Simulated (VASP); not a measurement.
Output of a VASP run:

File OSZICAR:
```
       N       E                     dE             d eps       ncg     rms          rms(c)
DAV:   1    -0.320624174313E+01   -0.32062E+01   -0.64444E+02   560   0.194E+02
DAV:   2    -0.419623090602E+01   -0.98999E+00   -0.93051E+00   640   0.216E+01
DAV:   3    -0.420529161969E+01   -0.90607E-02   -0.90572E-02   610   0.198E+00
DAV:   4    -0.420530932907E+01   -0.17709E-04   -0.17710E-04   650   0.824E-02
DAV:   5    -0.420530935629E+01   -0.27220E-07   -0.26498E-07   620   0.304E-03    0.141E+00
DAV:   6    -0.418743805780E+01    0.17871E-01   -0.26682E-03   550   0.320E-01    0.794E-01
DAV:   7    -0.417594692096E+01    0.11491E-01   -0.66072E-03   555   0.494E-01    0.162E-01
DAV:   8    -0.417592200510E+01    0.24916E-04   -0.29693E-05   620   0.535E-02    0.135E-02
DAV:   9    -0.417592179989E+01    0.20521E-06   -0.18242E-07   455   0.286E-03
   1 F= -.41759218E+01 E0= -.41656892E+01  d E =-.204652E-01
```

File OUTCAR:
```
------------------------ aborting loop because EDIFF is reached ----------------------------------------
  FORCE on cell =-STRESS in cart. coord.  units (eV):
  Direction    XX          YY          ZZ          XY          YZ          ZX
  --------------------------------------------------------------------------------------
  Total       -0.2697782     -0.2697782     -0.2697782      0.0000000     -0.0000000      0.0000000
  in kB      -26.4068983    -26.4068983    -26.4068983      0.0000000     -0.0000000      0.0000000
  external PRESSURE =     -26.4068983 kB  Pullay stress =       0.0000000 kB
  volume of cell :       16.37
      direct lattice vectors                 reciprocal lattice vectors
     0.000000000  2.015224000  2.015224000    -0.248111376  0.248111376  0.248111376
     2.015224000  0.000000000  2.015224000     0.248111376 -0.248111376  0.248111376
     2.015224000  2.015224000  0.000000000     0.248111376  0.248111376 -0.248111376
 POSITION                                       TOTAL-FORCE (eV/Angst)
 -----------------------------------------------------------------------------------
      0.00000      0.00000      0.00000         0.000000     -0.000000      0.000000
 -----------------------------------------------------------------------------------
    total drift:                                0.000000      0.000000      0.000000
  FREE ENERGIE OF THE ION-ELECTRON SYSTEM (eV)
  ---------------------------------------------------
  free  energy   TOTEN  =        -4.1759217999 eV

  energy  without entropy=       -4.1554566028  energy(sigma->0) =       -4.16568920
```
(Selected blocks of OUTCAR.)

**POSCAR**
```
Al
1
    0.0000000000     2.0152240000     2.0152240000
    2.0152240000     0.0000000000     2.0152240000
    2.0152240000     2.0152240000     0.0000000000
Al
1
Direct
  0.0000000000   0.0000000000   0.0000000000
```

### Question
Reconstruct the remaining input files.

### Answer
One answer among several that fit: the input of the run itself, LDA (Ceperley-Alder, Perdew-Zunger), plane waves, VASP's LDA PAW potentials (set 64).

### KPOINTS
```
K-points
0
Gamma
10 10 10
0 0 0
```

### INCAR
```
ALGO=Normal
EDIFF=1E-6
ENCUT=300
ISIF=2
ISMEAR=-1
LASPH=.TRUE.
LCHARG=.FALSE.
LREAL=.FALSE.
LWAVE=.FALSE.
NELM=100
PREC=Accurate
SIGMA=0.1
SYSTEM=Al
```

POTCAR, in this order: Al (LDA.64 set). Program: vasp_std.

The structure comes from a computed database's Al entry; how it stands against other phases isn't given here. The cell was not relaxed at this level. The run is one of a series of settings (GGA removed, POTCAR Al (LDA.64 set) against the base run), some of them coarse on purpose.
